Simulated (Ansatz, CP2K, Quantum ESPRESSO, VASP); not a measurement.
# NiMoIrPdW: programs and potentials compared

```
Ni Mo Pd Ir W
1.0
     4.11705    0.00000    0.00000
    -2.05853    3.56547    0.00000
     0.00000    0.00000    5.44580
Ni Mo Pd Ir W
1 1 1 1 1
Cartesian
  -0.0218 -0.0171 5.2110
  2.1069 1.1962 5.2131
  2.0648 1.2021 2.5431
  -0.0004 2.4088 3.9329
  0.0053 2.3580 1.2858
```

The cell comes from a database or a generator and needn't be the stable form of this composition.

Atoms were shifted at random by some hundredths of an Å from the given cell, which wasn't relaxed again for these runs.

Alike in all runs: task single point; functional PBE; k mesh 8 × 8 × 5; occupations fermi-dirac, width 0.05 eV; collinear spin, ferromagnetic start; no spin-orbit coupling. Pressure is positive in compression and, in plane waves, holds the error of the finite cutoff, which Ansatz's Pulay term estimates and takes out.

```
                                                                                                                                         program and potentials  plane-wave cutoff (eV)                                                                        notes  pressure (GPa)  net moment per atom (μB)  largest force (eV/Å)  energy over the undisturbed cell (meV/atom)
                                                                                                                                             Ansatz, Ansatz PAW                     420  16.2 valence electrons an atom on average; Pulay term of +0.06 GPa included            0.14                      0.00                 0.992                                        10.40
                                                                                                                      Quantum ESPRESSO, SSSP 1.3 efficiency PBE                     816                                    15.8 valence electrons an atom on average            0.05                      0.00                 1.012                                        10.52
                                                                                                            VASP, PBE PAW files Ir, Mo_sv, Ni, Pd, W_sv, 520 eV                     520                                    11.4 valence electrons an atom on average            0.32                      0.00                 0.999                                            -
CP2K, GTH_POTENTIALS Ni GTH-PBE-q18, Pd GTH-PBE-q18, Ir GTH-PBE-q17, W GTH-PBE-q14; POTENTIAL_UZH Mo GTH-PBE-q14; TZVP-MOLOPT-SR-GTH, TZVP-MOLOPT-PBE-GTH basis                       -                      atomic basis; 16.2 valence electrons an atom on average            0.45                      0.00                 1.038                                            -
                                                                                                                 Ansatz, all-electron LAPW, scalar-relativistic                       -                                                                            -            0.15                      0.00                 0.989                                            -
```

Force on atom 2 (Mo), eV/Å:

```csv
program and potentials,x,y,z
"Ansatz, Ansatz PAW",-0.835,-0.166,0.510
"Quantum ESPRESSO, SSSP 1.3 efficiency PBE",-0.840,-0.167,0.539
"VASP, PBE PAW files Ir, Mo_sv, Ni, Pd, W_sv, 520 eV",-0.848,-0.168,0.499
"CP2K, GTH_POTENTIALS Ni GTH-PBE-q18, Pd GTH-PBE-q18, Ir GTH-PBE-q17, W GTH-PBE-q14; POTENTIAL_UZH Mo GTH-PBE-q14; TZVP-MOLOPT-SR-GTH, TZVP-MOLOPT-PBE-GTH basis",-0.869,-0.171,0.540
"Ansatz, all-electron LAPW, scalar-relativistic",-0.833,-0.166,0.507
```

The pressure spans 0.05 (Quantum ESPRESSO, SSSP 1.3 efficiency PBE) to 0.45 GPa (CP2K, GTH_POTENTIALS Ni GTH-PBE-q18, Pd GTH-PBE-q18, Ir GTH-PBE-q17, W GTH-PBE-q14; POTENTIAL_UZH Mo GTH-PBE-q14; TZVP-MOLOPT-SR-GTH, TZVP-MOLOPT-PBE-GTH basis), with all-electron results at 0.15. All agree on the net moment per atom. The state is the one that the start led to, which needn't be the lowest. Rows in atomic bases carry the error of their basis and grid, which can be large.

Differences between rows come from potentials, basis sets and numerical settings, since the functional is the same but for its coding. Runs on potential files found faulty are left out.
